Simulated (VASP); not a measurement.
Input:

```
CELL_PARAMETERS angstrom
      0.00000     1.93086     1.93086
      1.93086     0.00000     1.93086
      7.70040     7.70040     0.02303
ATOMIC_POSITIONS crystal
  Pd 0.00429 0.00429 0.99678
  Pd 0.00000 0.00000 0.25000
  Pd 0.99571 0.99571 0.50322
  Ir 0.00000 0.00000 0.75000
```

All values below come from PBEsol GGA, VASP's PBE PAW potentials (set 64) (plane waves; VASP). Run with 400 eV cut-off, Gaussian smearing of 0.050 eV, potentials Pd Ir.

Q: Give the energies of bands 9 to 22 at the high-symmetry points, in eV from the Fermi level.

A: 
```
band      Γ      T     H2      L     S0      F
----  -----  -----  -----  -----  -----  -----
9     -3.26  -3.13  -3.37  -3.10  -3.37  -3.25
10    -3.26  -3.13  -3.34  -2.82  -3.29  -2.94
11    -3.19  -3.06  -3.10  -2.18  -3.22  -2.71
12    -2.91  -3.06  -3.08  -1.80  -3.01  -2.06
13    -2.91  -2.86  -1.75  -1.24  -1.74  -1.64
14    -2.76  -2.86  -1.68  -0.87  -1.66  -0.19
15    -2.76  -1.57  -1.56  -0.76  -1.59  -0.15
16    -1.49  -1.54  -1.45  -0.24  -1.46   0.01
17    -1.49  -1.54  -0.56  -0.16  -0.58   0.05
18    -1.36  -1.40  -0.36  -0.04  -0.35   0.36
19    -1.36  -1.40  -0.23   0.10  -0.23   0.38
20    -0.96  -1.36   0.27   1.32   0.28   0.52
21    -0.96  -0.61   5.26   2.00   5.24   1.33
22     0.30  -0.61   5.99   2.74   6.04   2.75
```

It has no gap at this level: it comes out as a metal or semimetal.

The structure was generated: IrPd3 was put into an ordered model structure (R-3m), which need not be its known phase. It was relaxed first. The electron count is odd and the run is not spin-polarised, which forces a metal.
